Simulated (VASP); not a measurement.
An input for Quantum ESPRESSO's pw.x (written as the equivalent of a VASP run, and not itself run):

```
&CONTROL
  calculation = 'vc-relax'
  pseudo_dir = './pseudo'
  outdir = './out'
  tprnfor = .true.
  tstress = .true.
  nstep = 40
  forc_conv_thr = 0.00078
/
&SYSTEM
  ibrav = 0
  nat = 4
  ntyp = 2
  ecutwfc = 84
  occupations = 'smearing'
  smearing = 'gaussian'
  degauss = 0.003675
  input_dft = 'pbe'
/
&ELECTRONS
  conv_thr = 7.3e-08
  electron_maxstep = 100
/
&IONS
/
&CELL
/
ATOMIC_SPECIES
  Zn 65.380 Zn.upf
  O 15.999 O.upf
CELL_PARAMETERS angstrom
     1.6429898   -2.8457422    0.0000000
     1.6429898    2.8457422    0.0000000
     0.0000000    0.0000000    5.3047318
ATOMIC_POSITIONS crystal
  Zn   0.6666670  0.3333330  0.5012495
  Zn   0.3333330  0.6666670  0.0012495
  O    0.6666670  0.3333330  0.8807505
  O    0.3333330  0.6666670  0.3807505
K_POINTS automatic
  8 8 4 0 0 0
```

Translate this input to VASP (INCAR, KPOINTS, POSCAR, choice of POTCAR).

One answer among several that fit: 
### INCAR
```
# general
SYSTEM  = ZnO
PREC    = Accurate
ENCUT   = 620   # plane-wave cut-off (eV)
LREAL   = .False.
LASPH   = .True.   # aspherical one-centre terms

# electronic loop
EDIFF   = 1E-6   # SCF stop (eV)
NELM    = 100   # most electronic steps
ALGO    = Normal
LMAXMIX = 4

# smearing
ISMEAR  = 0
SIGMA   = 0.05   # width (eV)

# functional
GGA     = PE

# ions
IBRION  = 2
NSW     = 40
ISIF    = 3   # ions, shape and volume
EDIFFG  = -0.02   # ionic stop

# output
LWAVE   = .False.
LCHARG  = .False.
```

File KPOINTS:
```
Automatic mesh
0
G
8 8 4
0 0 0
```

File POSCAR:
```
ZnO
1
    1.6429897518    -2.8457421785     0.0000000000
    1.6429897518     2.8457421785     0.0000000000
    0.0000000000     0.0000000000     5.3047318335
Zn O
2 2
Direct
  0.6666670000   0.3333330000   0.5012495157
  0.3333330000   0.6666670000   0.0012495157
  0.6666670000   0.3333330000   0.8807504843
  0.3333330000   0.6666670000   0.3807504843
```

POTCAR, in this order: Zn O (PBE.64 set). Program: vasp_std.

The two are equivalent in intent, not identical: the potentials are each code's own (VASP's PAW set, PseudoDojo norm-conserving files in pw.x), so ENCUT and ecutwfc are chosen apart and not converted; conv_thr bounds pw.x's estimated SCF error, while EDIFF bounds the energy change between steps; forc_conv_thr acts on force components and is met together with etot_conv_thr.

The compound is ZnO in the wurtzite structure. It was relaxed first.
